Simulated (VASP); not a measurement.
Output of a VASP run:

### OUTCAR
```
 ion  position               nearest neighbor table
   1  0.000  0.000  0.000-   2 2.38   2 2.38   2 2.38   2 2.38
   2  0.250  0.250  0.250-   1 2.38   1 2.38   1 2.38   1 2.38
  LATTYP: Found a face centered cubic cell.
 ALAT       =     5.5065730602
 Subroutine PRICEL returns:
 Original cell was already a primitive cell.
 Subroutine GETGRP returns: Found 24 space group operations
The static configuration has the point symmetry T_d .
The dynamic configuration has the point symmetry T_d .
 Subroutine INISYM returns: Found 24 space group operations
 Subroutine IBZKPT returns following result:
 Found     84 irreducible k-points:

 Following reciprocal coordinates:
            Coordinates               Weight
  0.000000  0.000000  0.000000      1.000000
  0.076923  0.000000  0.000000      8.000000
  0.153846  0.000000  0.000000      8.000000
  0.230769  0.000000  0.000000      8.000000
  0.307692  0.000000  0.000000      8.000000
  0.384615  0.000000  0.000000      8.000000
  0.461538  0.000000  0.000000      8.000000
  0.076923  0.076923  0.000000      6.000000
  0.153846  0.076923  0.000000     24.000000
  0.230769  0.076923  0.000000     24.000000
  0.307692  0.076923  0.000000     24.000000
  0.384615  0.076923  0.000000     24.000000
  0.461538  0.076923  0.000000     24.000000
 -0.461538  0.076923  0.000000     24.000000
 -0.384615  0.076923  0.000000     24.000000
 -0.307692  0.076923  0.000000     24.000000
 -0.230769  0.076923  0.000000     24.000000
 -0.153846  0.076923  0.000000     24.000000
 -0.076923  0.076923  0.000000     12.000000
  0.153846  0.153846  0.000000      6.000000
  0.230769  0.153846  0.000000     24.000000
  0.307692  0.153846  0.000000     24.000000
  0.384615  0.153846  0.000000     24.000000
  0.461538  0.153846  0.000000     24.000000
 -0.461538  0.153846  0.000000     24.000000
 -0.384615  0.153846  0.000000     24.000000
 -0.307692  0.153846  0.000000     24.000000
 -0.230769  0.153846  0.000000     24.000000
 -0.153846  0.153846  0.000000     12.000000
  0.230769  0.230769  0.000000      6.000000
  0.307692  0.230769  0.000000     24.000000
  0.384615  0.230769  0.000000     24.000000
  0.461538  0.230769  0.000000     24.000000
 -0.461538  0.230769  0.000000     24.000000
 -0.384615  0.230769  0.000000     24.000000
 -0.307692  0.230769  0.000000     24.000000
 -0.230769  0.230769  0.000000     12.000000
  0.307692  0.307692  0.000000      6.000000
  0.384615  0.307692  0.000000     24.000000
  0.461538  0.307692  0.000000     24.000000
   k-points           NKPTS =     84   k-points in BZ     NKDIM =     84   number of bands    NBANDS=     14
   number of dos      NEDOS =    601   number of ions     NIONS =      2
   total plane-waves  NPLWV =  21952
   dimension x,y,z NGX =    28 NGY =   28 NGZ =   28
   dimension x,y,z NGXF=    56 NGYF=   56 NGZF=   56
   ions per type =               1   1
   PREC   = accura    normal or accurate (medium, high low for compatibility)
   ISTART =      0    job   : 0-new  1-cont  2-samecut
   ICHARG =      2    charge: 1-file 2-atom 10-const
   ISPIN  =      1    spin polarized calculation?
   LNONCOLLINEAR =      F non collinear calculations
   LSORBIT =      F    spin-orbit coupling
   INIWAV =      1    electr: 0-lowe 1-rand  2-diag
   ENCUT  =  400.0 eV  29.40 Ry    5.42 a.u.   6.35  6.35  6.35*2*pi/ulx,y,z
   NELM   =    100;   NELMIN=  2; NELMDL= -5     # of ELM steps
   EDIFF  = 0.1E-06   stopping-criterion for ELM
   LREAL  =      F    real-space projection
   NLSPLINE    = F    spline interpolate recip. space projectors
   LMAXMIX     =    4 max onsite mixed and CHGCAR
   VOSKOWN=      0    Vosko Wilk Nusair interpolation
   EDIFFG = 0.1E-05   stopping-criterion for IOM
   NSW    =      0    number of steps for IOM
   NBLOCK =      1;   KBLOCK =      1    inner block; outer block
   IBRION =     -1    ionic relax: 0-MD 1-quasi-New 2-CG
...
```

### OSZICAR
```
       N       E                     dE             d eps       ncg     rms          rms(c)
DAV:   1     0.855519272455E+02    0.85552E+02   -0.11064E+04  2816   0.116E+03
DAV:   2    -0.412735106298E+02   -0.12683E+03   -0.12481E+03  2748   0.319E+02
DAV:   3    -0.444523319476E+02   -0.31788E+01   -0.31605E+01  2826   0.533E+01
DAV:   4    -0.444786816941E+02   -0.26350E-01   -0.26355E-01  2890   0.495E+00
DAV:   5    -0.444791511279E+02   -0.46943E-03   -0.46940E-03  2850   0.613E-01    0.118E+01
DAV:   6    -0.388801533135E+02    0.55990E+01   -0.62783E+00  2352   0.308E+01    0.576E+00
DAV:   7    -0.387036541744E+02    0.17650E+00   -0.94269E-01  2376   0.124E+01    0.378E+00
DAV:   8    -0.387106268783E+02   -0.69727E-02   -0.14656E-01  2388   0.389E+00    0.125E+00
DAV:   9    -0.387451590626E+02   -0.34532E-01   -0.63464E-02  2412   0.309E+00    0.162E-01
DAV:  10    -0.387445554736E+02    0.60359E-03   -0.42507E-03  2898   0.587E-01    0.625E-02
DAV:  11    -0.387456281252E+02   -0.10727E-02   -0.29340E-03  2502   0.521E-01    0.599E-02
DAV:  12    -0.387464844390E+02   -0.85631E-03   -0.94622E-04  2358   0.308E-01    0.232E-02
DAV:  13    -0.387465873881E+02   -0.10295E-03   -0.91130E-05  2664   0.986E-02    0.615E-03
DAV:  14    -0.387465797936E+02    0.75945E-05   -0.17612E-05  2718   0.453E-02    0.411E-03
DAV:  15    -0.387465969909E+02   -0.17197E-04   -0.38689E-06  2538   0.232E-02    0.880E-04
DAV:  16    -0.387465956886E+02    0.13023E-05   -0.17926E-07  2376   0.415E-03    0.392E-04
DAV:  17    -0.387465963801E+02   -0.69141E-06   -0.17168E-08  1236   0.137E-03    0.241E-04
DAV:  18    -0.387465951377E+02    0.12423E-05   -0.30678E-08  1224   0.232E-03    0.158E-04
DAV:  19    -0.387465953703E+02   -0.23256E-06   -0.34202E-09  1200   0.687E-04    0.746E-05
DAV:  20    -0.387465953382E+02    0.32109E-07   -0.39126E-10  1200   0.199E-04
   1 F= -.38746595E+02 E0= -.38746595E+02  d E =0.000000E+00
       N       E                     dE             ncg
```

### OUTCAR
```
------------------------ aborting loop because EDIFF is reached ----------------------------------------
  FORCE on cell =-STRESS in cart. coord.  units (eV):
  Direction    XX          YY          ZZ          XY          YZ          ZX
  --------------------------------------------------------------------------------------
  Total        0.0110362      0.0110362      0.0110362      0.0000000      0.0000000      0.0000000
  in kB        0.4235883      0.4235883      0.4235883      0.0000000      0.0000000      0.0000000
  external PRESSURE =       0.4235883 kB  Pullay stress =       0.0000000 kB
  volume of cell :       41.74
      direct lattice vectors                 reciprocal lattice vectors
     0.000000000  2.753286530  2.753286530    -0.181601150  0.181601150  0.181601150
     2.753286530  0.000000000  2.753286530     0.181601150 -0.181601150  0.181601150
     2.753286530  2.753286530  0.000000000     0.181601150  0.181601150 -0.181601150
 POSITION                                       TOTAL-FORCE (eV/Angst)
 -----------------------------------------------------------------------------------
      0.00000      0.00000      0.00000         0.000000      0.000000      0.000000
      1.37664      1.37664      1.37664        -0.000000     -0.000000     -0.000000
 -----------------------------------------------------------------------------------
    total drift:                               -0.000001     -0.000001     -0.000002
  FREE ENERGIE OF THE ION-ELECTRON SYSTEM (eV)
  ---------------------------------------------------
  free  energy   TOTEN  =       -38.7465953382 eV

  energy  without entropy=      -38.7465953382  energy(sigma->0) =      -38.74659534

 total charge

# of ion       s       p       d       tot
------------------------------------------
    1        0.365   6.230   7.293  13.889
    2        1.450   2.319   0.132   3.901
--------------------------------------------------
tot          1.816   8.550   7.425  17.790
```
(Selected blocks of OUTCAR.)

**POSCAR**
```
RhSe
1
   -0.0000000000     2.7532865301     2.7532865301
    2.7532865301     0.0000000000     2.7532865301
    2.7532865301     2.7532865301     0.0000000000
Rh Se
1 1
Direct
  0.0000000000   0.0000000000   0.0000000000
  0.2500000000   0.2500000000   0.2500000000
```

Q: Reconstruct the remaining input files.

A: One answer among several that fit: the input of the run itself, r2SCAN meta-GGA, plane waves, VASP's PBE PAW potentials (set 64).

**INCAR**
```
LASPH = T
ISIF = 2   # forces and stress, cell fixed
NEDOS = 601   # DOS grid
LWAVE = F
LREAL = F
LMIXTAU = T
ENCUT = 400   # plane-wave cut-off (eV)
NELM = 100   # most electronic steps
ISMEAR = -5
LORBIT = 11
METAGGA = R2SCAN
EDIFF = 1E-7   # SCF stop (eV)
LCHARG = F
PREC = Accurate
LMAXMIX = 4   # l cut-off of mixed one-centre charges
SYSTEM = RhSe
ALGO = Normal   # blocked Davidson
```

### KPOINTS_OPT
```
k-points along high-symmetry lines
10
Line-mode
Reciprocal
  0.000000   0.000000   0.000000 ! GAMMA
 -0.500000  -0.500000   0.000000 ! X

 -0.500000  -0.500000   0.000000 ! X
 -0.375000  -0.375000   0.250000 ! U

 -0.375000  -0.000000   0.375000 ! K
  0.000000   0.000000   0.000000 ! GAMMA

  0.000000   0.000000   0.000000 ! GAMMA
 -0.000000  -0.000000   0.500000 ! L

 -0.000000  -0.000000   0.500000 ! L
 -0.500000  -0.250000   0.250000 ! W

 -0.500000  -0.250000   0.250000 ! W
 -0.500000  -0.500000   0.000000 ! X
```

KPOINTS:
```
Automatic mesh
0
gamma
 13 13 13
```

POTCAR, in this order: Rh_pv Se (PBE.64 set). Program: vasp_std.

For a metal the tetrahedron method with Blöchl corrections gives inexact stress and forces.

The structure was generated: RhSe was put into the zinc blende type (F-43m), which need not be its known phase. It was relaxed first, which changed the volume by -25 %. The electron count is odd and the run is not spin-polarised, which forces a metal.
